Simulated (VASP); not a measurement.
```yaml
crystal:
  lattice:
    - [3.70018, 0.00000, 0.00000]
    - [-1.85009, 3.20445, 0.00000]
    - [0.00000, 0.00000, 5.55993]
  atoms:
    - { symbol: Pd, position: [0.00000, 0.00000, 0.00000] }
    - { symbol: Pd, position: [0.00000, 0.00000, 0.50000] }
    - { symbol: Al, position: [0.33333, 0.66667, 0.25000] }
    - { symbol: Al, position: [0.66667, 0.33333, 0.75000] }
```

Method: r2SCAN meta-GGA, VASP's PBE PAW potentials (set 64) (plane waves; VASP 6.6.1). Numerical set-up: 400 eV cut-off, 11×11×6 Γ-centred mesh, tetrahedra with Blöchl corrections, potentials Pd Al.

Problem. Estimate the energy per atom (σ→0), band gap (over mesh and band path) with the smallest direct gap where there is one.

Solution. 
The band gap (over mesh and band path) is none (metal, semimetal or under 0.01 eV) and the energy per atom (σ→0) comes out as -15.473 eV/atom.

The absolute energy has meaning only against runs of the same code, potentials and settings.

The structure was generated: PdAl was put into the NiAs type type (P6_3/mmc), which need not be its known phase. It was relaxed first, which changed the volume by -23 %.
